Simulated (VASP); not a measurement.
# A VASP study of EuAg4Sb2 (PBEsol + U): structure first, properties next

Aim: relax EuAg4Sb2 with PBEsol + U, compute its properties on that cell and hold them against experiment. The steps: full relaxation (PBEsol + U), second relaxation, density, ELF and potential (PBEsol + U), bands along the symmetry lines (PBEsol + U), total and projected DOS (PBEsol + U) and zone-centre phonons (PBEsol + U). The start is a cell from a database of measured crystal structures.

Method: PBEsol, DFT+U (Eu f 7 eV), spin-polarised from a ferromagnetic start (one magnetic atom a cell); plane waves and PAW (Eu, Ag, Sb), in the first sound run; inputs show where later runs differ, in VASP 6.6.1.

The experiments to compare with:

For EuAg4Sb2, trigonal CaCu4P2-type (crushed flux-grown single crystals, 300 K), “Large magnetoresistance and first-order phase transition in antiferromagnetic single-crystalline EuAg4Sb2” (2024, arxiv:2406.18252) gives, by powder XRD, Rietveld refinement: lattice constant a (a, hexagonal setting) 4.7189 ± 0.0003 Å; lattice constant c (c, hexagonal setting) 24.661 ± 0.003 Å.

Report form: the programs' logs are mostly left out.

## (1) Starting point

Before any relaxation, the start is as follows. The structure is trigonal, space group R-3m (No. 166). The conventional cell has a = 4.724 Å, b = 4.724 Å, c = 24.689 Å, α = 90.00°, β = 90.00°, γ = 120.00°. Nearest to Eu lie 6 Sb at 3.32 Å and 8 Ag at 3.50 to 3.69 Å. Nearest to Ag lie 4 Sb at 2.82 to 3.16 Å and 9 Ag at 2.91 to 3.53 Å and 1 Eu at 3.50 Å. Ag has 3 Sb at 2.79 Å and 7 Ag at 2.91 to 3.53 Å and 3 Eu at 3.69 Å nearest. Nearest to Sb lie 7 Ag at 2.79 to 3.16 Å and 3 Eu at 3.32 Å. Farther neighbours are not listed.

Coordinates:

```xyz
7
Lattice="2.3620 1.3637 8.2297 -2.3620 1.3637 8.2297 0.0000 -2.7273 8.2297" Properties=species:S:1:pos:R:3 pbc="T T T"
Eu    0.0000    0.0000    0.0000
Ag    0.0000    0.0000    3.5049
Ag    0.0000    0.0000   21.1841
Ag    0.0000    0.0000   10.7177
Ag    0.0000    0.0000   13.9713
Sb    0.0000    0.0000    6.3288
Sb    0.0000    0.0000   18.3602
```

## (2) Full relaxation (PBEsol + U)

The start need not lie at this functional's minimum. ISIF = 3 frees volume, shape and positions, and EDIFFG sets the threshold on forces and stress at which the search stops. PBEsol restores the gradient expansion of exchange and is tuned for the cells of solids. A Hubbard U penalises fractional filling of the localised shell, which semilocal functionals favour.

INCAR reads:

```
SYSTEM = EuAg4Sb2
PREC = Accurate
ENCUT = 450
EDIFF = 1E-06
NELM = 150
ISMEAR = 1
SIGMA = 0.2
LREAL = .FALSE.
ALGO = Normal
GGA = PS
NBANDS = 47
ISPIN = 2
MAGMOM = 7 0 0 0 0 0 0
LDAU = .TRUE.
LDAUTYPE = 2
LDAUL = 3 -1 -1
LDAUU = 7 0 0
LDAUJ = 0 0 0
LDAUPRINT = 1
LASPH = .TRUE.
LMAXMIX = 6
AMIX = 0.2
BMIX = 1E-04
AMIX_MAG = 0.8
BMIX_MAG = 1E-04
LORBIT = 11
LWAVE = .FALSE.
LCHARG = .FALSE.
KPAR = 4
IBRION = 2
NSW = 60
ISIF = 3
EDIFFG = -0.01
```

POSCAR reads:

```
EuAg4Sb2
1.0
    2.3619500000      1.3636724683      8.2296666667
   -2.3619500000      1.3636724683      8.2296666667
    0.0000000000     -2.7273449366      8.2296666667
Eu Ag Sb
1 4 2
Direct
    0.0000000000      0.0000000000      0.0000000000
    0.1419600000      0.1419600000      0.1419600000
    0.8580400000      0.8580400000      0.8580400000
    0.4341100000      0.4341100000      0.4341100000
    0.5658900000      0.5658900000      0.5658900000
    0.2563400000      0.2563400000      0.2563400000
    0.7436600000      0.7436600000      0.7436600000
```

KPOINTS reads:

```
Automatic mesh
0
Gamma
6 6 6
0 0 0
```

Potentials, in the order of the species: Eu, Ag and Sb (PBE family, release 64).

Started as:

```bash
mpirun -np 4 vasp_std
```

The job ended after 40 min (4 MPI ranks of Intel Xeon 6975P-C (Granite Rapids), shared host; peak memory 3.9 GiB; 2.7 h of CPU time).

The cell holds one magnetic atom, so no antiferromagnetic order fits into it. Experiment finds antiferromagnetic order in this phase (below 10.5 K, arxiv:2406.18252), so this ferromagnetic run describes another state. The PAW data sets were made with PBE, which is usual practice but a small mismatch for other functionals. The run keeps the 12 symmetry operations of its start, so it cannot find a distortion of lower symmetry.

Step by step (22 of 28):

| step | energy less that of the first step (eV) | largest force (eV/Å) | pressure (GPa) | volume (Å³) |
| --- | --- | --- | --- | --- |
| 1 | 0.0000 | 0.0589 | -2.09 | 159.04 |
| 2 | -0.0255 | 0.2103 | 1.08 | 152.32 |
| 4 | -0.0323 | 0.1353 | -0.02 | 154.47 |
| 5 | -0.0342 | 0.1011 | -0.05 | 154.36 |
| 6 | -0.0371 | 0.0558 | -0.05 | 154.07 |
| 7 | -0.0374 | 0.0649 | -0.06 | 153.93 |
| 9 | -0.0393 | 0.0298 | 0.11 | 153.35 |
| 10 | -0.0396 | 0.0256 | -0.11 | 153.79 |
| 11 | -0.0396 | 0.0259 | -0.13 | 153.77 |
| 13 | -0.0401 | 0.0130 | -0.07 | 153.88 |
| 14 | -0.0401 | 0.0178 | -0.07 | 153.91 |
| 15 | -0.0403 | 0.0123 | 0.00 | 153.72 |
| 16 | -0.0403 | 0.0105 | 0.05 | 153.64 |
| 18 | -0.0403 | 0.0120 | 0.10 | 153.69 |
| 19 | -0.0403 | 0.0134 | 0.09 | 153.71 |
| 20 | -0.0403 | 0.0139 | 0.07 | 153.71 |
| 22 | -0.0403 | 0.0107 | -0.04 | 153.79 |
| 23 | -0.0403 | 0.0120 | -0.05 | 153.77 |
| 24 | -0.0403 | 0.0123 | -0.04 | 153.74 |
| 25 | -0.0403 | 0.0132 | -0.04 | 153.73 |
| 27 | -0.0403 | 0.0133 | -0.02 | 153.72 |
| 28 | -0.0403 | 0.0085 | 0.02 | 153.72 |

| conventional cell, symmetrised | before | after | change |
| --- | --- | --- | --- |
| a (Å) | 4.724 | 4.667 | -1.2 % |
| b (Å) | 4.724 | 4.667 | -1.2 % |
| c (Å) | 24.689 | 24.453 | -1.0 % |
| volume (Å³/atom) | 22.72 | 21.96 | -3.3 % |

The atoms that moved most (Å, as changes of fractional coordinates times the final cell):

| atom | dx | dy | dz | length |
| --- | --- | --- | --- | --- |
| Ag4 | 0.000 | 0.000 | 0.042 | 0.042 |
| Ag5 | 0.000 | 0.000 | -0.042 | 0.042 |
| Sb6 | 0.000 | 0.000 | 0.034 | 0.034 |
| Sb7 | 0.000 | 0.000 | -0.034 | 0.034 |
| Ag3 | 0.000 | 0.000 | -0.027 | 0.027 |
| Ag2 | 0.000 | 0.000 | 0.027 | 0.027 |

The relaxed structure:

```xyz
7
Lattice="2.3333 1.3471 8.1511 -2.3333 1.3471 8.1511 0.0000 -2.6942 8.1511" Properties=species:S:1:pos:R:3 pbc="T T T"
Eu    0.0000    0.0000    0.0000
Ag    0.0000    0.0000    3.4987
Ag    0.0000    0.0000   20.9545
Ag    0.0000    0.0000   10.6570
Ag    0.0000    0.0000   13.7962
Sb    0.0000    0.0000    6.3025
Sb    0.0000    0.0000   18.1506
```

This step gave:

| Quantity | Value |
| --- | --- |
| electrons | 71 |
| bands | 47 |
| irreducible k-points | 32 |
| symmetry operations | 12 |
| free energy (TOTEN) | -35.47 eV |
| energy at zero smearing | -35.47 eV |
| Fermi energy | 7.296 eV |
| pressure | 0.02095 GPa |
| moment of the cell, from the last line of the log | 7.048 μB |
| metallic | yes |
| SCF cycles over all ionic steps | 207 |

Spin moment in the PAW sphere by atom:

| atom | spin moment in the PAW sphere (μB) |
| --- | --- |
| Eu1 | 6.76 |
| Ag2 | 0.00 |
| Ag3 | 0.00 |
| Ag4 | -0.01 |
| Ag5 | -0.01 |
| Sb6 | -0.02 |
| Sb7 | -0.02 |

It ends with a largest force of 0.008 eV/Å and a pressure of 0.02 GPa. The volume lies -3.3 % from that of the database's start, which holds the thermal and zero-point expansion of its experiment.

## (3) Second relaxation

A relaxation keeps the plane waves of the cell it began with, so it is repeated from the new cell, on a basis made for it.

INCAR is that of step 2.

POSCAR reads:

```
EuAg4Sb2
1.0
    2.3332787464      1.3471191123      8.1510520038
   -2.3332787464      1.3471191123      8.1510520038
    0.0000000000     -2.6942382246      8.1510520038
Eu Ag Sb
1 4 2
Direct
    0.0000000000      0.0000000000      0.0000000000
    0.1430778566      0.1430778566      0.1430778566
    0.8569221434      0.8569221434      0.8569221434
    0.4358117185      0.4358117185      0.4358117185
    0.5641882815      0.5641882815      0.5641882815
    0.2577397176      0.2577397176      0.2577397176
    0.7422602824      0.7422602824      0.7422602824
```

KPOINTS is that of step 2.

Started as:

```bash
mpirun -np 4 vasp_std
```

It took 3.3 min on 4 MPI ranks; peak memory 3.4 GiB; 13 min of CPU time.

Little changed from the start: no atom moved by 0.005 Å and no cell edge by 0.1 %.

Numbers from this step:

| Item | Value |
| --- | --- |
| pressure | 0.01069 GPa |
| SCF cycles over all ionic steps | 18 |

It ends with a largest force of 0.009 eV/Å and a pressure of 0.01 GPa. The volume moved by under 0.01 %: the run met its threshold at the first step.

## (4) Density, ELF and potential (PBEsol + U)

The relaxed cell gets a fresh self-consistent run, on a basis set for its own volume, to fix the density and to check the remaining stress.

Edit INCAR of step 3 so:

```diff
@@ -27,7 +27,5 @@
 LWAVE = .FALSE.
-LCHARG = .FALSE.
-KPAR = 4
-IBRION = 2
-NSW = 60
-ISIF = 3
-EDIFFG = -0.01
+LCHARG = .TRUE.
+ISIF = 2
+LELF = .TRUE.
+LVHAR = .TRUE.
```

POSCAR is that of step 3.

KPOINTS is that of step 3.

Started as:

```bash
mpirun -np 4 vasp_std
```

Wall time 2.7 min (4 MPI ranks); peak memory 1.4 GiB; 11 min of CPU time.

With spin, VASP writes an ELF for each channel.

Numbers from this step:

| Property | Result |
| --- | --- |
| SCF cycles | 18 |
| bands | 48 |
| pressure | 0.005932 GPa |

Valence electrons inside each PAW sphere by angular momentum. Sphere charges, by row:

| atom | s (e) | p (e) | d (e) | f (e) | tot (e) |
| --- | --- | --- | --- | --- | --- |
| Eu1 | 2.025 | 5.736 | 0.301 | 6.824 | 14.89 |
| Ag2 | 0.372 | 0.308 | 9.176 | 0 | 9.856 |
| Ag3 | 0.372 | 0.308 | 9.176 | 0 | 9.856 |
| Ag4 | 0.409 | 0.338 | 9.153 | 0 | 9.9 |
| Ag5 | 0.409 | 0.338 | 9.153 | 0 | 9.9 |
| Sb6 | 1.128 | 1.306 | 0.036 | 0 | 2.469 |
| Sb7 | 1.128 | 1.306 | 0.036 | 0 | 2.469 |

Spin density in the ac plane of the conventional cell at fractional y = 0.000, with atoms of Eu and Ag and Sb within 0.2 Å of it.

Ten even steps from '_' (0.00 × 1e0 e/Å³) to '@' (5.37 × 1e0 e/Å³), each cell a mean:
```
**--____________________..++
____________________________
____________________________
____________________________
____________________________
____________________________
____________________________
____________________________
____________________________
____________________________
____________________________
____________________________
____________________________
____________________________
____________________________
____________________________
____________________________
____________________________
____________________________
____________________________
____________________________
____________________________
____________________________
@@++____________________::%%
```
Columns run along a (4.7 Å), rows up along c (24.5 Å), edges of the conventional cell, whose origin can differ from the input's. Atoms in or near the plane, at fractional coordinates: Eu at (0.00, 0.00), Ag at (0.00, 0.14), Ag at (0.00, 0.86), Ag at (0.00, 0.44), Ag at (0.00, 0.56), Sb at (0.00, 0.26), Sb at (0.00, 0.74).

Electrostatic potential energy in the ac plane of the conventional cell at fractional y = 0.000, with atoms of Eu and Ag and Sb within 0.2 Å of it. With pseudopotentials it is smooth inside the atoms' cores, unlike the true potential.

Ten even steps from '0' (-67 eV) to '9' (3 eV), each cell a mean:
```
77889999999877
99999999999999
56899999999976
01599999999730
78999999999998
23699999999842
01489999999720
99999999999999
99999999999999
67899999999976
01589999999730
88999999999998
67999999999987
01589999999730
78999999999987
99999999999999
88999999999998
00389999999610
34799999999854
67999999999987
01599999999730
78999999999987
99999999999999
77789999999877
```
Columns run along a (4.7 Å; values clipped at the 3rd and 97th percentile), rows up along c (24.5 Å), edges of the conventional cell, whose origin can differ from the input's. Atoms in or near the plane, at fractional coordinates: Eu at (0.00, 0.00), Ag at (0.00, 0.14), Ag at (0.00, 0.86), Ag at (0.00, 0.44), Ag at (0.00, 0.56), Sb at (0.00, 0.26), Sb at (0.00, 0.74).

ELF of up spins in the ac plane of the conventional cell at fractional y = 0.000, with atoms of Eu and Ag and Sb within 0.2 Å of it. It is the smooth field of the valence electrons, not physical close to the nuclei.

Ten even steps from '0' (0.01) to '9' (0.81), each cell a mean:
```
77521234311467
11124566653111
22222333332222
00221111112210
43322211222333
78874222236887
89996311248998
87631000002578
11111111111111
22224566653222
00222344332310
22211211211122
22212222221222
00223444432310
22224566643222
22111111111112
98752000013689
78996322248998
77764222235777
33322111112233
00222222222210
22223344432222
21123566642112
68631133211577
```
Columns run along a (4.7 Å), rows up along c (24.5 Å), edges of the conventional cell, whose origin can differ from the input's. Atoms in or near the plane, at fractional coordinates: Eu at (0.00, 0.00), Ag at (0.00, 0.14), Ag at (0.00, 0.86), Ag at (0.00, 0.44), Ag at (0.00, 0.56), Sb at (0.00, 0.26), Sb at (0.00, 0.74).

In this run the pressure is 0.01 GPa, small enough to go on.

## (5) Bands along the symmetry lines (PBEsol + U)

This step: PBEsol, DFT+U (Eu f 7 eV), spin-polarised from a ferromagnetic start; plane waves and PAW (Eu, Ag, Sb) (VASP 6.6.1).

Levels along the symmetry lines show where the bands peak and cross; KPOINTS_OPT computes them in the converged potential.

Edit INCAR of step 4 so:

```diff
@@ -10,5 +10,5 @@
 GGA = PS
-NBANDS = 47
+NBANDS = 58
 ISPIN = 2
-MAGMOM = 7 0 0 0 0 0 0
+MAGMOM = 6.756 -0.002 -0.002 -0.006 -0.006 -0.018 -0.018
 LDAU = .TRUE.
@@ -27,5 +27,3 @@
 LWAVE = .FALSE.
-LCHARG = .TRUE.
-ISIF = 2
-LELF = .TRUE.
-LVHAR = .TRUE.
+LCHARG = .FALSE.
+KPAR = 4
```

POSCAR is that of step 4.

KPOINTS is that of step 4.

KPOINTS_OPT reads:

```
Line mode
12
Line-mode
Reciprocal
  0.00000000   0.00000000   0.00000000 GAMMA
  0.50000000   0.00000000   0.00000000 L

  0.50000000   0.00000000   0.00000000 L
  0.50000000   0.18487597  -0.18487597 B1

  0.81512403   0.50000000   0.18487597 B
  0.50000000   0.50000000   0.50000000 Z

  0.50000000   0.50000000   0.50000000 Z
  0.00000000   0.00000000   0.00000000 GAMMA

  0.00000000   0.00000000   0.00000000 GAMMA
  0.34243799   0.00000000  -0.34243799 X

  0.65756201   0.34243799   0.00000000 Q
  0.50000000   0.50000000   0.00000000 F

  0.50000000   0.50000000   0.00000000 F
  0.65756201   0.65756201   0.18487597 P1

  0.65756201   0.65756201   0.18487597 P1
  0.50000000   0.50000000   0.50000000 Z

  0.50000000   0.00000000   0.00000000 L
  0.81512403   0.34243799   0.34243799 P
```

Started as:

```bash
mpirun -np 4 vasp_std
```

Run time: 11 min. Hardware: 4 MPI ranks; peak memory 3.6 GiB; 45 min of CPU time.

Spin-orbit coupling is off here; with elements this heavy it splits and shifts levels by tenths of an eV or more.

This step gave:

| Property | Result |
| --- | --- |
| SCF cycles | 17 |
| bands | 58 |
| pressure | -0.007787 GPa |

Spin up. Electronic bands along the path, in eV, zero at the Fermi level; # counts the bands kept:

| point | #30 | #31 | #32 | #33 | #34 | #35 | #36 | #37 |
| --- | --- | --- | --- | --- | --- | --- | --- | --- |
| Γ | -0.66 | -0.50 | 0.20 | 0.73 | 0.73 | 1.21 | 1.30 | 2.00 |
| 0.45 of the way | -1.45 | -1.14 | -0.54 | -0.29 | 0.86 | 1.27 | 1.76 | 2.73 |
| L | -1.65 | -1.64 | -1.61 | -0.50 | 0.82 | 1.61 | 2.05 | 2.55 |
| 0.45 of the way | -1.64 | -1.63 | -1.61 | -1.32 | 1.05 | 1.82 | 2.53 | 2.68 |
| B1 | -1.65 | -1.64 | -1.38 | -1.37 | -0.03 | 1.68 | 2.65 | 3.11 |
| jump to B | -1.65 | -1.64 | -1.38 | -1.37 | -0.03 | 1.68 | 2.65 | 3.11 |
| 0.45 of the way | -1.59 | -1.58 | -1.31 | -1.04 | 0.63 | 1.62 | 2.25 | 2.50 |
| Z | -0.61 | -0.61 | 0.53 | 0.63 | 0.63 | 1.11 | 1.98 | 1.98 |
| 0.45 of the way | -0.63 | -0.63 | 0.42 | 0.67 | 0.67 | 1.08 | 2.02 | 2.02 |
| Γ | -0.66 | -0.50 | 0.20 | 0.73 | 0.73 | 1.21 | 1.30 | 2.00 |
| 0.55 of the way | -1.63 | -1.52 | -1.48 | -0.78 | 1.20 | 2.09 | 2.29 | 2.54 |
| X | -1.65 | -1.63 | -1.48 | -1.31 | 0.00 | 1.80 | 2.57 | 3.09 |
| jump to Q | -1.65 | -1.63 | -1.48 | -1.31 | 0.00 | 1.80 | 2.57 | 3.09 |
| 0.45 of the way | -1.63 | -1.60 | -1.54 | -1.16 | -0.41 | 1.82 | 2.07 | 2.64 |
| F | -1.64 | -1.51 | -1.27 | -0.99 | -0.67 | 1.21 | 1.22 | 3.49 |
| 0.45 of the way | -1.64 | -1.53 | -1.32 | -0.96 | -0.57 | 1.23 | 1.25 | 3.38 |
| P1 | -1.64 | -1.58 | -1.42 | -0.86 | -0.29 | 1.26 | 1.37 | 3.11 |
| 0.45 of the way | -1.59 | -1.33 | -1.08 | -0.67 | 0.49 | 1.30 | 1.82 | 2.96 |
| Z | -0.61 | -0.61 | 0.53 | 0.63 | 0.63 | 1.11 | 1.98 | 1.98 |
| jump to L | -1.65 | -1.64 | -1.61 | -0.50 | 0.82 | 1.61 | 2.05 | 2.55 |
| 0.45 of the way | -1.65 | -1.64 | -1.59 | -0.60 | 0.58 | 1.46 | 1.63 | 2.85 |
| P | -1.64 | -1.58 | -1.42 | -0.86 | -0.29 | 1.26 | 1.37 | 3.11 |

Of the projections kept (Eu, Ag, Sb), the largest for each band there; the rest of the weight can lie on other orbitals:

| point | #30 | #31 | #32 | #33 | #34 | #35 | #36 | #37 |
| --- | --- | --- | --- | --- | --- | --- | --- | --- |
| Γ | Sb 0.40 | Eu 0.36 | Sb 0.54 | Sb 0.50 | Sb 0.50 | Eu 0.48 | Ag 0.57 | Eu 0.56 |
| L | Eu 1.00 | Eu 1.00 | Eu 0.98 | Ag 0.46 | Ag 0.47 | Ag 0.83 | Ag 0.52 | Ag 0.49 |
| B1 | Eu 1.00 | Eu 1.00 | Eu 0.59 | Eu 0.49 | Ag 0.69 | Ag 0.49 | Ag 0.44 | Eu 0.65 |
| B | Eu 1.00 | Eu 1.00 | Eu 0.59 | Eu 0.49 | Ag 0.69 | Ag 0.49 | Ag 0.44 | Eu 0.65 |
| Z | Ag 0.40 | Ag 0.40 | Ag 0.57 | Sb 0.51 | Sb 0.51 | Ag 0.59 | Eu 0.58 | Eu 0.58 |
| Γ | Sb 0.40 | Eu 0.36 | Sb 0.54 | Sb 0.50 | Sb 0.50 | Eu 0.48 | Ag 0.57 | Eu 0.56 |

(Continued in part 2 of 2.)

[Lines on the potential files, build, host, timing and source positions are cut from VASP's logs without a mark.]

[Logs are printed without paths, hosts, clocks, repeated set-up lines and the standing remarks that a program may print on its own settings, such as how far it seeks lower states.]

[Hosts, paths, dates, database ids (printed as entryN), source tags and the programs' standing remarks are cut or masked in the printed files.]

[A measured line is paired with the nearest computed mode of its activity, which favours agreement.]
